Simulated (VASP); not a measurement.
This VASP 6.6.1 run on CsBa3 needs a look.

The input run.py:

```python
from ase.calculators.vasp import Vasp
from ase.dft.bandgap import bandgap
from ase.io import read

atoms = read('CsBa3.cif')
calc = Vasp(
    directory='calc',
    xc='blyp',
    pp='PBE',
    setups='minimal',
    prec='Accurate',
    encut=500,
    ediff=1e-06,
    ismear=1,
    sigma=0.1,
    lreal=False,
    lasph=True,
    nelm=68,
    algo='Fast',
    isif=2,
    lwave=False,
    lcharg=True,
    ivdw=13,
    vdw_s6=1.0,
    vdw_s8=2.34076671,
    vdw_a1=0.44488865,
    vdw_a2=4.0933009,
    lelf=True,
    lvhar=True,
    kpts=[1, 1, 1],
    gamma=True,
    nbands=28,
)
atoms.calc = calc

print('energy (eV):', atoms.get_potential_energy())
print('free energy (eV):', atoms.get_potential_energy(force_consistent=True))
print('forces (eV/A):')
print(atoms.get_forces())
print('stress (eV/A^3, Voigt):', atoms.get_stress())
print('Fermi level (eV):', calc.get_fermi_level())
gap, top, bottom = bandgap(calc)
print('band gap (eV):', gap, 'from (spin, k, band)', top, 'to', bottom)
```

File CsBa3.cif:

```cif
data_CsBa3
_cell_length_a 8.20762866
_cell_length_b 8.20762866
_cell_length_c 8.20762866
_cell_angle_alpha 133.40029797
_cell_angle_beta 133.40029797
_cell_angle_gamma 68.02619977
_space_group_name_H-M_alt 'P1'
_space_group_name_Hall 'P 1'
_space_group_IT_number 1
loop_
_space_group_symop_operation_xyz
'x,y,z'
loop_
_atom_site_label
_atom_site_type_symbol
_atom_site_symmetry_multiplicity
_atom_site_Wyckoff_symbol
_atom_site_fract_x
_atom_site_fract_y
_atom_site_fract_z
_atom_site_occupancy
Ba1 Ba 1 a 0.5000000000 0.5000000000 0.0000000000 1
Ba2 Ba 1 a 0.2500000000 0.7500000000 0.5000000000 1
Ba3 Ba 1 a 0.7500000000 0.2500000000 0.5000000000 1
Cs1 Cs 1 a 0.0000000000 0.0000000000 0.0000000000 1
```

Potentials or basis: VASP PAW PBE potentials, release 64 (Ba_sv, Cs_sv).

Run with:

```bash
$ python run.py
```

Output:

```text
energy (eV): -5.96323626
free energy (eV): -5.97382471
forces (eV/A):
[[-0.  0. -0.]
 [-0. -0.  0.]
 [ 0. -0. -0.]
 [-0.  0. -0.]]
stress (eV/A^3, Voigt): [ 0.00926312  0.01738492  0.02417675  0.          0.         -0.01006433]
Fermi level (eV): 1.893871
[... 2 lines left out ...]
```

OUTCAR:

```text
ENCUT = 500.000000
[... 258 lines left out ...]
  free  energy   TOTEN  =        -5.9738247070 eV

  energy  without entropy=       -5.9420593641  energy(sigma->0) =       -5.96323626
```

Diagnose the run.

Self-consistency was reached. The input holds a flaw that was put in on purpose: one k point for a small cell (k = 1 × 1 × 1). The program doesn't stop on it, so the numbers can't be trusted though the run ends normally.
